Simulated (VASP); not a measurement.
A convergence study with VASP on PbF2 (fluorite): one setting is varied, all else stays as given below, so the limit is that of these other settings. Each run relaxes cell and ions from the cell shown.

```
CELL_PARAMETERS angstrom
      0.00000     2.97000     2.97000
      2.97000     0.00000     2.97000
      2.97000     2.97000     0.00000
ATOMIC_POSITIONS crystal
  Pb 0.00000 0.00000 0.00000
  F  0.25000 0.25000 0.25000
  F  0.75000 0.75000 0.75000
```

Level of theory: PBE GGA, VASP's PBE PAW potentials (set 64) (plane waves; VASP). The tightest run used: 700 eV cut-off, 10×10×10 Γ-centred mesh, Gaussian smearing of 0.050 eV, potentials Pb_d F.

Unless said otherwise, spin-orbit coupling is left out, though it shifts the bands of the heavy elements here. Gaps are read on the run's mesh, which can miss a band edge.

Question: The settings run are 2×2×2 mesh; 3×3×3 mesh; 4×4×4 mesh; 6×6×6 mesh; 7×7×7 mesh; 8×8×8 mesh; 9×9×9 mesh; 10×10×10 mesh. From which on does the relaxed volume stay within 0.05 Å³/atom of the tightest run?

Answer: From 3×3×3 mesh on: it is off by 0.000 there and by no more than 0.05 in any finer run, while 2×2×2 mesh is off by 0.119.
| setting | relaxed volume (Å³/atom) | E (eV/atom) | gap on the mesh (eV) | irreducible k-points | difference judged (Å³/atom) |
|---|---|---|---|---|---|
| 2×2×2 mesh | 18.046 | -4.7616 | 4.418 | 3 | 0.119 |
| 3×3×3 mesh | 17.927 | -4.7849 | 4.691 | 4 | 0.000 |
| 4×4×4 mesh | 17.927 | -4.7850 | 4.421 | 8 | 0.001 |
| 6×6×6 mesh | 17.927 | -4.7850 | 4.432 | 16 | 0.000 |
| 7×7×7 mesh | 17.927 | -4.7851 | 4.467 | 20 | 0.000 |
| 8×8×8 mesh | 17.927 | -4.7851 | 4.421 | 29 | 0.000 |
| 9×9×9 mesh | 17.927 | -4.7851 | 4.457 | 35 | 0.000 |
| 10×10×10 mesh | 17.927 | -4.7851 | 4.429 | 47 | 0.000 |

Left out are rungs that failed or repeat a setting and relaxations that didn't move; long series are thinned to 24 rows.

The compound is PbF2 in the fluorite structure, the β form.
